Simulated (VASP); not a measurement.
# SbAs with PBEsol: from relaxation to properties, part 3 of 4

What structure does SbAs take at this level, and what are its properties? Left out of this account: at least 1 further run (optics: it repeats an earlier run and gave the same numbers). The start is a computed cell from the Materials Project.

VASP 6.6.1; PBEsol; plane waves and PAW (Sb, As).

So far. Step 4 (Second relaxation): It ends with a largest force of 0.004 eV/Å and a pressure of -0.01 GPa. The volume moved by under 0.01 %: the run met its threshold at the first step. Step 5 (Density, ELF and potential (PBEsol)): In this run the pressure is -0.01 GPa, small enough to go on; single stress components reach 0.02 GPa. The relaxed cell has a = 4.069, c = 10.474 Å (conventional setting).

### Step 6. Bands along the symmetry lines (PBEsol)

Levels along the symmetry lines show where the bands peak and cross; KPOINTS_OPT computes them in the converged potential.

INCAR

```
SYSTEM = SbAs
PREC = Accurate
ENCUT = 400
EDIFF = 1E-06
NELM = 100
ISMEAR = 0
SIGMA = 0.05
LREAL = .FALSE.
ALGO = Normal
GGA = PS
NBANDS = 17
LORBIT = 11
LWAVE = .FALSE.
LCHARG = .FALSE.
KPAR = 2
```

POSCAR

```
SbAs
1.0
    2.0343856291      1.1745530906      3.4912334031
   -2.0343856291      1.1745530906      3.4912334031
    0.0000000000     -2.3491061811      3.4912334031
Sb As
1 1
Direct
    0.2338883674      0.2338883674      0.2338883674
    0.7661096326      0.7661096326      0.7661096326
```

KPOINTS

```
Automatic mesh
0
Gamma
7 7 7
0 0 0
```

KPOINTS_OPT

```
Line mode
16
Line-mode
Reciprocal
  0.00000000   0.00000000   0.00000000 GAMMA
  0.50000000   0.00000000   0.00000000 L

  0.50000000   0.00000000   0.00000000 L
  0.50000000   0.24212310  -0.24212310 B1

  0.75787690   0.50000000   0.24212310 B
  0.50000000   0.50000000   0.50000000 Z

  0.50000000   0.50000000   0.50000000 Z
  0.00000000   0.00000000   0.00000000 GAMMA

  0.00000000   0.00000000   0.00000000 GAMMA
  0.37106155   0.00000000  -0.37106155 X

  0.62893845   0.37106155   0.00000000 Q
  0.50000000   0.50000000   0.00000000 F

  0.50000000   0.50000000   0.00000000 F
  0.62893845   0.62893845   0.24212310 P1

  0.62893845   0.62893845   0.24212310 P1
  0.50000000   0.50000000   0.50000000 Z

  0.50000000   0.00000000   0.00000000 L
  0.75787690   0.37106155   0.37106155 P
```

Potentials, in the order of the species: Sb and As (PBE family, release 64).

Command:

```
mpirun -np 2 vasp_std
```

Output:

```text
[... set-up lines as in an earlier step ...]
 entering main loop
       N       E                     dE             d eps       ncg     rms          rms(c)
DAV:   1     0.237129275881E+02    0.23713E+02   -0.31146E+03  1496   0.384E+02
DAV:   2    -0.836404110823E+01   -0.32077E+02   -0.30358E+02  1972   0.804E+01
DAV:   3    -0.977948641518E+01   -0.14154E+01   -0.14100E+01  1806   0.169E+01
DAV:   4    -0.978787881064E+01   -0.83924E-02   -0.83917E-02  1935   0.160E+00
DAV:   5    -0.978795460884E+01   -0.75798E-04   -0.75797E-04  1866   0.153E-01    0.312E+00
DAV:   6    -0.972495712403E+01    0.62997E-01   -0.18426E-01  1671   0.104E+00    0.187E+00
DAV:   7    -0.971921242590E+01    0.57447E-02   -0.23955E-02  1966   0.533E-01    0.682E-01
DAV:   8    -0.971793934833E+01    0.12731E-02   -0.25990E-03  1635   0.183E-01    0.586E-02
DAV:   9    -0.971793800634E+01    0.13420E-05   -0.35982E-04  1620   0.717E-02    0.405E-02
DAV:  10    -0.971793894133E+01   -0.93499E-06   -0.19479E-05  1991   0.200E-02    0.171E-02
DAV:  11    -0.971793790788E+01    0.10334E-05   -0.85620E-06  1786   0.859E-03    0.338E-03
DAV:  12    -0.971793800765E+01   -0.99775E-07   -0.59105E-07   888   0.332E-03
   1 F= -.97179380E+01 E0= -.97179380E+01  d E =-.280155E-09
 Start KPOINTS_OPT (optional k-point list driver)
k-point batch [1-44\144]
       N       E                     dE             ncg
DAV:   1     0.193730405890E+04   -0.79071E+04     1496
DAV:   2     0.506699867550E+03   -0.14306E+04     2025
DAV:   3     0.440046520414E+03   -0.66653E+02     1740
DAV:   4     0.439665575613E+03   -0.38094E+00     1981
DAV:   5     0.439662301864E+03   -0.32737E-02     1854
DAV:   6     0.439662257802E+03   -0.44062E-04     1982
DAV:   7     0.439662257158E+03   -0.64447E-06     1526
[...]
k-point batch [133-144\144]
       N       E                     dE             ncg
DAV:   1     0.100397055203E+05   -0.28847E+04      408
DAV:   2     0.965504802593E+04   -0.38466E+03      565
DAV:   3     0.964052360681E+04   -0.14524E+02      483
DAV:   4     0.964043676530E+04   -0.86842E-01      503
DAV:   5     0.964043588187E+04   -0.88343E-03      516
DAV:   6     0.964043586870E+04   -0.13175E-04      502
DAV:   7     0.964043586849E+04   -0.20578E-06      385
```

The job ended after 46 s (2 MPI ranks of AMD EPYC 7R43, shared host; peak memory 0.3 GiB).

From OUTCAR (step 6):

```text
   k-points           NKPTS =     44   k-points in BZ     NKDIM =     44   number of bands    NBANDS=     17

   NELECT =      10.0000    total number of electrons

 E-fermi :   6.6026

 k-point     1 :       0.0000    0.0000    0.0000
  band No.  band energies     occupation
      1      -7.2122      2.00000
      2       1.5392      2.00000
      3       4.5867      2.00000
      4       4.7147      2.00000
      5       4.7147      2.00000
      6       9.1330      0.00000
      7       9.8358      0.00000
      8       9.8358      0.00000
      9      12.2650      0.00000
     10      12.2650      0.00000
    ...

  Total       -0.0024144     -0.0024144     -0.0075976      0.0000000     -0.0000000      0.0000000
  in kB       -0.0772826     -0.0772826     -0.2431915      0.0000000     -0.0000000      0.0000000
  external PRESSURE =      -0.1325855 kB  Pullay stress =       0.0000000 kB

 POSITION                                       TOTAL-FORCE (eV/Angst)
 -----------------------------------------------------------------------------------
      0.00000      0.00000      2.44968         0.000000      0.000000      0.003776
      0.00000      0.00000      8.02400         0.000000     -0.000000     -0.003776
 -----------------------------------------------------------------------------------
    total drift:                               -0.000000     -0.000000      0.000025

  FREE ENERGIE OF THE ION-ELECTRON SYSTEM (eV)
  ---------------------------------------------------
  free  energy   TOTEN  =        -9.7179380077 eV

  energy  without entropy=       -9.7179380074  energy(sigma->0) =       -9.71793801

[... 7 parts as in an earlier step ...]

[... 9 further parts left out ...]
```

The k-mesh is coarse for a metal. Spin-orbit coupling is off here; it can split and shift levels that hold much weight on Sb by tenths of an eV or more. The electron count would fill whole bands, but the bands touch or overlap. That can be a semimetal, a small gap that the functional closes or, with several bands partly filled, an ordinary metal.

Numbers from this step:

* bands: 17
* pressure: -0.01326 GPa
* metallic, judged on the points sampled: yes

Electronic bands along the path, in eV, zero at the Fermi level; # counts the bands kept in this run, so #1 is VASP's band 2:

```csv
point,#1,#2,#3,#4,#5,#6,#7,#8
Γ,-5.06,-2.02,-1.89,-1.89,2.53,3.23,3.23,5.66
0.53 of the way,-7.65,-1.99,-1.98,-1.01,1.41,1.59,1.65,5.64
L,-10.08,-1.99,-1.81,-0.39,-0.07,0.59,0.66,8.39
0.47 of the way,-9.84,-4.31,-2.99,-1.35,0.53,2.96,3.81,6.87
B1,-9.28,-5.38,-5.25,-0.61,0.88,4.99,5.00,6.85
jump to B,-9.28,-5.38,-5.25,-0.61,0.88,4.99,5.00,6.85
0.47 of the way,-9.24,-4.59,-3.71,-0.32,0.40,3.80,4.44,6.42
Z,-9.57,-1.43,-1.43,-0.62,0.29,0.29,1.30,7.82
0.47 of the way,-7.64,-1.73,-1.73,-0.87,1.45,1.45,1.88,5.75
Γ,-5.06,-2.02,-1.89,-1.89,2.53,3.23,3.23,5.66
0.47 of the way,-7.64,-3.46,-1.31,-0.71,0.60,1.07,3.69,5.00
X,-9.36,-5.74,-3.35,-3.05,3.19,3.57,4.67,6.23
jump to Q,-9.36,-5.74,-3.35,-3.05,3.19,3.57,4.67,6.23
0.53 of the way,-8.60,-5.93,-3.81,-3.67,2.25,4.98,5.32,7.02
F,-8.32,-5.88,-3.94,-3.92,1.71,5.53,6.07,7.28
0.53 of the way,-8.61,-5.92,-3.78,-3.54,2.12,4.78,5.61,6.99
P1,-9.10,-5.78,-3.42,-2.85,2.79,3.58,5.13,6.37
0.53 of the way,-9.36,-4.06,-2.42,-1.44,1.68,1.84,3.94,6.44
Z,-9.57,-1.43,-1.43,-0.62,0.29,0.29,1.30,7.82
jump to L,-10.08,-1.99,-1.81,-0.39,-0.07,0.59,0.66,8.39
0.53 of the way,-9.76,-4.27,-2.74,-1.86,1.84,1.92,3.77,6.12
P,-9.10,-5.78,-3.42,-2.85,2.79,3.58,5.13,6.37
```

Of the projections kept (Sb, As), the largest for each band there, as a share of the weight inside these atoms' spheres; weight between the spheres isn't counted:

```csv
point,#1,#2,#3,#4,#5,#6,#7,#8
Γ,Sb 0.51,As 0.62,As 0.62,As 0.62,Sb 0.62,Sb 0.62,Sb 0.62,Sb 0.61
L,Sb 0.83,As 0.62,As 0.67,Sb 0.55,Sb 0.61,Sb 0.53,Sb 0.62,As 0.66
B1,Sb 0.87,As 0.52,As 0.52,As 0.58,Sb 0.60,As 0.68,As 0.65,Sb 0.61
B,Sb 0.87,As 0.52,As 0.52,As 0.58,Sb 0.60,As 0.68,As 0.65,Sb 0.61
Z,Sb 0.66,As 0.70,As 0.70,Sb 0.53,Sb 0.71,Sb 0.71,As 0.52,As 0.57
Γ,Sb 0.51,As 0.62,As 0.62,As 0.62,Sb 0.62,Sb 0.62,Sb 0.62,Sb 0.61
```

The electronic bands as a text plot (rows in eV, shown from -8.0 to 5.7 only; labels by their first letter):

```
    5.4 |** **       **           ** **    * **  *******       *
    4.9 |  *         *****             **** *   **  *          **
    4.3 |           *     *                *   **       *
    3.7 |           *     **             **    *     *        *
    3.1 |**        *                *****     **      *  *      *
    2.6 |***      **       **      *****      * *    * *     * **
    2.0 |  **                    **    **   **   ****   * *   *
    1.4 |   ***   *          *****       * **            * * *
    0.9 |     ****  ******  *   *        **              ** **
    0.3 |      *****      ** ***           *              ***
   -0.3 |       **      ******                            *
   -0.9 |   ****     ***      *****      ***             * **
   -1.4 | **      ***        ****  *   *****            *  * *
   -2.0 |**********         *    *******    **         * ** * *
   -2.6 |          *        *           *    **       * * *  ****
   -3.1 |         * *      *             *    **     *** *   * **
   -3.7 |          *      **              *     ******
   -4.3 |            *   *                 *            *     *
   -4.9 |*          * * ***          *      **                 *
   -5.4 | *          ****           * *       *       **        *
   -6.0 |                          *   **      *******
   -6.6 |  *                      *
   -7.1 |   *                            *
   -7.7 |    *                   *        *
         Γ      L     B|B     Z      Γ        X|Q F  P    Z|L   P
```

There is no gap at this level; the bands overlap by 0.06 eV. Semilocal levels underestimate gaps, so a small one may be lost here.

### Step 7. Total and projected DOS (PBEsol)

Here the states are counted by energy and projected on the atoms. The mesh is finer than in the run before.

Changes to INCAR since step 6:

```diff
@@ -5,3 +5,3 @@
 NELM = 100
-ISMEAR = 0
+ISMEAR = -5
 SIGMA = 0.05
@@ -15 +15,2 @@
 KPAR = 2
+NEDOS = 2001
```

POSCAR is that of step 6.

KPOINTS

```
Automatic mesh
0
Gamma
10 10 10
0 0 0
```

Command:

```
mpirun -np 2 vasp_std
```

Output:

```text
[... set-up lines as in an earlier step ...]
 entering main loop
       N       E                     dE             d eps       ncg     rms          rms(c)
DAV:   1     0.236991528606E+02    0.23699E+02   -0.31132E+03  3944   0.386E+02
DAV:   2    -0.837486659181E+01   -0.32074E+02   -0.30807E+02  5334   0.807E+01
DAV:   3    -0.975777819532E+01   -0.13829E+01   -0.13785E+01  4712   0.168E+01
DAV:   4    -0.976601142992E+01   -0.82332E-02   -0.82318E-02  5104   0.159E+00
DAV:   5    -0.976608628600E+01   -0.74856E-04   -0.74850E-04  4864   0.152E-01    0.311E+00
DAV:   6    -0.970185456802E+01    0.64232E-01   -0.19050E-01  4396   0.105E+00    0.187E+00
DAV:   7    -0.969594443081E+01    0.59101E-02   -0.23832E-02  5219   0.536E-01    0.690E-01
DAV:   8    -0.969460216710E+01    0.13423E-02   -0.26394E-03  4338   0.182E-01    0.587E-02
DAV:   9    -0.969460009837E+01    0.20687E-05   -0.37635E-04  4287   0.722E-02    0.410E-02
DAV:  10    -0.969460203925E+01   -0.19409E-05   -0.20435E-05  5198   0.203E-02    0.173E-02
DAV:  11    -0.969460182297E+01    0.21627E-06   -0.88357E-06  4630   0.878E-03
   1 F= -.96946018E+01 E0= -.96946018E+01  d E =0.000000E+00
 -----------------------------------------------------------------------------
|                                                                             |
|           W    W    AA    RRRRR   N    N  II  N    N   GGGG   !!!           |
|           W    W   A  A   R    R  NN   N  II  NN   N  G    G  !!!           |
|           W    W  A    A  R    R  N N  N  II  N N  N  G       !!!           |
|           W WW W  AAAAAA  RRRRR   N  N N  II  N  N N  G  GGG   !            |
|           WW  WW  A    A  R   R   N   NN  II  N   NN  G    G                |
|           W    W  A    A  R    R  N    N  II  N    N   GGGG   !!!           |
|                                                                             |
|     Tetrahedron method does not include variations of the Fermi             |
|     occupations, so forces and stress will be inaccurate. We suggest        |
|     using a different smearing scheme ISMEAR = 1 or 2 for metals in         |
|     relaxations.                                                            |
|                                                                             |
 -----------------------------------------------------------------------------
```

Wall time 36 s (2 MPI ranks); peak memory 0.31 GiB.

OUTCAR, selected parts (step 7):

```text
   k-points           NKPTS =    116   k-points in BZ     NKDIM =    116   number of bands    NBANDS=     17

   NELECT =      10.0000    total number of electrons

 E-fermi :   6.5766

 k-point     1 :       0.0000    0.0000    0.0000
  band No.  band energies     occupation
      1      -7.2117      2.00000
      2       1.5430      2.00000
      3       4.5900      2.00000
      4       4.7153      2.00000
      5       4.7153      2.00000
      6       9.1287      0.00000
      7       9.8354      0.00000
      8       9.8354      0.00000
      9      12.2675      0.00000
     10      12.2675      0.00000
    ...

  Total       -0.0011320     -0.0011320      0.0332855      0.0000000      0.0000000      0.0000000
  in kB       -0.0362332     -0.0362332      1.0654407      0.0000000      0.0000000      0.0000000
  external PRESSURE =       0.3309915 kB  Pullay stress =       0.0000000 kB

 POSITION                                       TOTAL-FORCE (eV/Angst)
 -----------------------------------------------------------------------------------
      0.00000      0.00000      2.44968         0.000000      0.000000      0.022203
      0.00000      0.00000      8.02400         0.000000     -0.000000     -0.022203
 -----------------------------------------------------------------------------------
    total drift:                               -0.000000     -0.000000     -0.000098

  FREE ENERGIE OF THE ION-ELECTRON SYSTEM (eV)
  ---------------------------------------------------
  free  energy   TOTEN  =        -9.6946018230 eV

  energy  without entropy=       -9.6946018230  energy(sigma->0) =       -9.69460182

[... 6 parts as in an earlier step ...]

[... 10 further parts left out ...]
```

With tetrahedra the forces and stress of a metal are not exact derivatives of the energy.

Numbers from this step:

- SCF cycles: 11
- irreducible k-points: 116
- free energy (TOTEN): -9.695 eV
- Fermi energy: 6.577 eV
- pressure: 0.03310 GPa
- DOS at the Fermi level, one point of the energy grid: 0.002177 states/eV/cell

The density of states has structure finer than the step of the table below, so its rows give means over 1 eV, whole bins alone (the curve runs from -12.0 to 7.74 eV). Peaks (eV: height): total -9.1: 1.60, 1.0: 1.69, 2.3: 2.02, 3.8: 1.71; As p -2.0: 0.389, 1.0: 0.275, 2.4: 0.339, 3.8: 0.361; Sb p 1.0: 0.360, 2.4: 0.341, 3.3: 0.269, 3.8: 0.303; Sb s -11.3: 0.157, -9.5: 0.554, -9.1: 0.673; As s -11.2: 0.780, -9.1: 0.205.

States under -12.0 eV and over 7.7 eV are left out. Density of states against energy, zero at the Fermi level; means over each step; values in states/eV/cell:

```csv
energy (eV),total,As p,Sb p,Sb s,As s,Sb d
-11,0.719,0.00402,0.0164,0.0607,0.358,0.00185
-10,0.196,0.00952,0.00184,0.0878,0.0149,1.2e-4
-9,1.08,0.0432,0.0135,0.452,0.145,0.00121
-8,0.475,0.0190,0.00856,0.173,0.107,7.9e-4
-7,0.178,0.00762,0.00390,0.0611,0.0497,2.2e-4
-6,0.243,0.0323,0.0302,0.0261,0.0222,2.4e-4
-5,0.748,0.135,0.124,0.0119,0.00862,0.00236
-4,1.20,0.246,0.205,0.0159,0.0133,0.00577
-3,1.37,0.310,0.234,0.0250,0.0204,0.00944
-2,1.33,0.326,0.223,0.0369,0.0249,0.0120
-1,1.06,0.216,0.195,0.0630,0.0355,0.00985
0,0.172,0.0294,0.0313,0.00915,0.0102,0.00206
1,1.27,0.207,0.267,0.0429,0.0558,0.0198
2,1.47,0.256,0.275,0.0425,0.0358,0.0363
3,1.11,0.230,0.222,0.0269,0.0160,0.0271
4,1.21,0.269,0.221,0.0203,0.0136,0.0371
5,1.33,0.226,0.206,0.0134,0.0103,0.0629
6,1.40,0.208,0.202,0.00990,0.00806,0.0910
7,0.840,0.0684,0.0696,0.00283,0.00365,0.0868
```

The finer mesh and the other smearing move the Fermi level by -0.03 eV from the 7×7×7 run, a small shift, which tests the Fermi level alone. Of the states within 0.3 eV of the Fermi level, the largest shares in the PAW spheres are Sb p 18 %, As p 17 % and As s 6 %. The rest lies in smaller channels or between the spheres.

### Step 8. Optical spectrum (PBEsol)

LOPTICS sums transitions from filled to empty bands. NBANDS is raised for it.

INCAR

```
SYSTEM = SbAs
PREC = Accurate
ENCUT = 400
EDIFF = 1E-06
NELM = 100
ISMEAR = 0
SIGMA = 0.05
LREAL = .FALSE.
ALGO = Normal
GGA = PS
NBANDS = 21
LORBIT = 11
LWAVE = .FALSE.
LCHARG = .FALSE.
KPAR = 2
LOPTICS = .TRUE.
NEDOS = 1500
CSHIFT = 0.1
```

POSCAR is that of step 7.

KPOINTS is that of step 7.

Command:

```
mpirun -np 2 vasp_std
```

Output:

```text
[... set-up lines as in an earlier step ...]
 entering main loop
       N       E                     dE             d eps       ncg     rms          rms(c)
DAV:   1     0.238503963924E+02    0.23850E+02   -0.30395E+03  4872   0.313E+02
DAV:   2    -0.840344759272E+01   -0.32254E+02   -0.30849E+02  6027   0.719E+01
DAV:   3    -0.975921179989E+01   -0.13558E+01   -0.13483E+01  5982   0.140E+01
DAV:   4    -0.976670264824E+01   -0.74908E-02   -0.74902E-02  5732   0.127E+00
DAV:   5    -0.976676005891E+01   -0.57411E-04   -0.57409E-04  6036   0.112E-01    0.311E+00
DAV:   6    -0.970257670258E+01    0.64183E-01   -0.18146E-01  5472   0.850E-01    0.183E+00
DAV:   7    -0.969640584467E+01    0.61709E-02   -0.20087E-02  6172   0.420E-01    0.713E-01
DAV:   8    -0.969510344776E+01    0.13024E-02   -0.21908E-03  5607   0.147E-01    0.496E-02
DAV:   9    -0.969511023828E+01   -0.67905E-05   -0.23448E-04  5627   0.500E-02    0.329E-02
DAV:  10    -0.969511435645E+01   -0.41182E-05   -0.13737E-05  5928   0.143E-02    0.117E-02
DAV:  11    -0.969511374555E+01    0.61089E-06   -0.53765E-06  5759   0.555E-03
   1 F= -.96951137E+01 E0= -.96949867E+01  d E =-.254044E-03
 optical routines
 imaginary and real dielectric function
 recalculating local potential from charge density
 direction            1
 direction            2
 direction            3
```

It took 43 s on 2 MPI ranks; peak memory 0.45 GiB; 83 s of CPU time.

Parts of OUTCAR (step 8):

```text
   k-points           NKPTS =    116   k-points in BZ     NKDIM =    116   number of bands    NBANDS=     21

   NELECT =      10.0000    total number of electrons

 E-fermi :   6.6132

 k-point     1 :       0.0000    0.0000    0.0000
  band No.  band energies     occupation
      1      -7.2117      2.00000
      2       1.5438      2.00000
      3       4.5911      2.00000
      4       4.7150      2.00000
      5       4.7150      2.00000
      6       9.1276      0.00000
      7       9.8349      0.00000
      8       9.8349      0.00000
      9      12.2681      0.00000
     10      12.2681      0.00000
    ...

  Total       -0.0158081     -0.0158081      0.0525531      0.0000000      0.0000000      0.0000000
  in kB       -0.5060055     -0.5060055      1.6821819      0.0000000      0.0000000      0.0000000
  external PRESSURE =       0.2233903 kB  Pullay stress =       0.0000000 kB

 POSITION                                       TOTAL-FORCE (eV/Angst)
 -----------------------------------------------------------------------------------
      0.00000      0.00000      2.44968         0.000000      0.000000      0.031933
      0.00000      0.00000      8.02400         0.000000     -0.000000     -0.031933
 -----------------------------------------------------------------------------------
    total drift:                               -0.000000     -0.000000     -0.000060

  FREE ENERGIE OF THE ION-ELECTRON SYSTEM (eV)
  ---------------------------------------------------
  free  energy   TOTEN  =        -9.6951137456 eV

  energy  without entropy=       -9.6948597017  energy(sigma->0) =       -9.69498672

 plasma frequency squared (from intraband transitions) (eV^2)
  --------------------------------------------------------------------------------------
       1.685       0.000       0.000
       0.000       1.685       0.000
       0.000       0.000       5.541

[... 7 parts as in an earlier step ...]

[... 9 further parts left out ...]
```

These are independent-particle spectra without excitons or local fields. Fine structure and low peaks depend on the mesh and on CSHIFT. The intraband (Drude) part is not in this spectrum.

This step gave:

- bands: 21
- energy at zero smearing: -9.695 eV
- Fermi energy: 6.613 eV
- pressure: 0.02234 GPa

The imaginary dielectric function has structure finer than the step of the table below, so its rows give means over 1 eV, whole bins alone (the curve runs from 0 to 25.0 eV). Peaks (eV: height): xx 0.5: 105, 1.1: 117; zz 0.2: 137, 1.4: 72.8, 1.8: 91.9.

The imaginary dielectric function by photon energy; means over each step:

```csv
photon energy (eV),xx,zz
1,85.6,45.9
2,36.3,54.8
3,11.5,16.4
4,5.25,5.80
5,5.44,5.33
6,5.40,4.81
7,3.31,3.92
8,2.72,3.26
9,1.58,1.74
10,1.17,1.29
11,0.770,0.900
12,0.565,0.643
13,0.524,0.576
14,0.401,0.453
15,0.305,0.342
16,0.247,0.250
17,0.204,0.202
18,0.150,0.148
19,0.0916,0.0914
20,0.0764,0.0896
21,0.0640,0.0620
22,0.0436,0.0475
23,0.0315,0.0297
24,0.0171,0.0163
```

The real dielectric function by photon energy:

```csv
photon energy (eV),xx,zz
0,107,177
1,67.9,59.8
2,-27.1,-22.1
3,-11.7,-17.5
4,-6.27,-6.90
5,-1.45,-1.56
6,-5.69,-4.96
7,-1.98,-2.35
8,-3.00,-3.51
9,-2.19,-2.36
10,-1.71,-2.05
11,-1.17,-1.39
12,-0.977,-1.17
13,-0.686,-0.845
14,-0.408,-0.573
15,-0.244,-0.395
16,-0.131,-0.240
17,-0.0100,-0.0816
18,0.0713,0.0028
19,0.178,0.120
20,0.278,0.214
21,0.323,0.282
22,0.393,0.348
23,0.451,0.404
24,0.497,0.459
```

[end of part 3 of 4]

[Lines on the potential files, build, host, timing and source positions are cut from VASP's logs without a mark.]

[Logs are printed without paths, hosts, clocks, repeated set-up lines and the standing remarks that a program may print on its own settings, such as how far it seeks lower states.]

[Hosts, paths, dates, database ids (printed as entryN), source tags and the programs' standing remarks are cut or masked in the printed files.]

[A measured line is paired with the nearest computed mode of its activity, which favours agreement.]

[In band tables of VASP the shares of atoms and orbitals are scaled to a sum of 1 inside the atoms' spheres.]
